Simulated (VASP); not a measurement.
Given:

```
CELL_PARAMETERS angstrom
      0.00000     1.90359     1.90359
      1.90359     0.00000     1.90359
      1.90359     1.90359     0.00000
ATOMIC_POSITIONS crystal
  Rh 0.00000 0.00000 0.00000
```

Computed with PBE GGA, VASP's PBE PAW potentials (set 64) (plane waves; VASP 6.6.1). Settings: 500 eV cut-off, 16×16×16 Γ-centred mesh, first-order Methfessel-Paxton smearing of 0.10 eV, potentials Rh_pv.

**Question.** The ions, cell shape and volume at an external pressure of 10.0 GPa are relaxed. Give the cell that the relaxation ends in.

**Answer.** 
```
CELL_PARAMETERS angstrom
      0.00000     1.89287     1.89287
      1.89287     0.00000     1.89287
      1.89287     1.89287     0.00000
ATOMIC_POSITIONS crystal
  Rh 0.00000 0.00000 0.00000
```
Space group Fm-3m (225), at a tolerance of 0.03 Å.

**Question.** How do energy and volume change from the first to the last step?

**Answer.** The energy (σ→0) changes by +10.7 meV/atom and the volume by -1.7 %, in 3 ionic steps.

The compound is Rh in the fcc structure. This run relaxes it under an external pressure of 10 GPa. Symmetry was kept, so distortions that lower it aren't found.
